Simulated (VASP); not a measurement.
The system is Na2B.

```
CELL_PARAMETERS angstrom
2.71280 -2.80344 0.00000
2.71280 2.80344 0.00000
0.00000 0.00000 3.67093
ATOMIC_POSITIONS crystal
Na 0.00000 0.50000 0.50000
Na 0.50000 0.00000 0.50000
B 0.00000 0.00000 0.50000
```

The cell was built by a generator and needn't be a form met in nature.

```yaml
Program: VASP 6.6.1
Task: relaxation of cell and atoms
Functional: PBE
Potentials_or_basis: VASP PAW PBE potentials, release 64 (Na_pv, B)
Cutoff: 600 eV
k_mesh: 7 × 7 × 7
Occupations: methfessel-paxton, width 0.1 eV
Spin: no spin polarisation
```

At the start: pressure 32.5 GPa; volume 18.61 Å³/atom.

Question: Where does the relaxation end?

Answer: Over 19 steps the energy falls by 1632.0 meV/atom and the volume is 23.22 Å³/atom (+24.8 %); space group P4/mmm (No. 123, to 0.05 Å).

Step by step:
| step | energy change (eV) | largest force (eV/Å) | pressure (GPa) | volume (Å³) |
| --- | --- | --- | --- | --- |
| 1 | 0.0000 | 0.0000 | 32.53 | 55.84 |
| 2 | -4.2381 | 0.0000 | 0.38 | 89.98 |
| 3 | -4.2862 | 0.0000 | -0.44 | 93.45 |
| 4 | -4.3064 | 0.0000 | -1.70 | 100.55 |
| 5 | -4.3098 | 0.0000 | -1.39 | 98.42 |
| 6 | -4.3088 | 0.0000 | -1.22 | 97.47 |
| 7 | -4.3992 | 0.0000 | -1.32 | 93.91 |
| 8 | -4.6951 | 0.0000 | -1.53 | 83.75 |
| 9 | -4.5778 | 0.0000 | 1.27 | 63.20 |
| 10 | -4.8645 | 0.0000 | -1.26 | 75.91 |
| 11 | -4.8808 | 0.0000 | -0.76 | 71.85 |
| 12 | -4.8834 | 0.0000 | -0.95 | 73.03 |
| 13 | -4.8955 | 0.0000 | 0.20 | 68.94 |
| 14 | -4.8958 | 0.0000 | 0.04 | 69.52 |
| 15 | -4.8958 | 0.0000 | -0.01 | 69.59 |
| 16 | -4.8959 | 0.0000 | -0.01 | 69.72 |
| 17 | -4.8959 | 0.0000 | -0.02 | 69.74 |
| 18 | -4.8959 | 0.0000 | -0.02 | 69.74 |
| 19 | -4.8960 | 0.0000 | -0.01 | 69.67 |

Final structure:
```
Na B
1.0
     3.64438   -3.65390    0.00000
     3.64438    3.65390    0.00000
     0.00000    0.00000    2.61616
Na B
2 1
Direct
  0.00000 0.50000 0.50000
  0.50000 0.00000 0.50000
  0.00000 0.00000 0.50000
```

Caveat: the volume moved by over 15 % at a fixed basis, so the end points are rough.
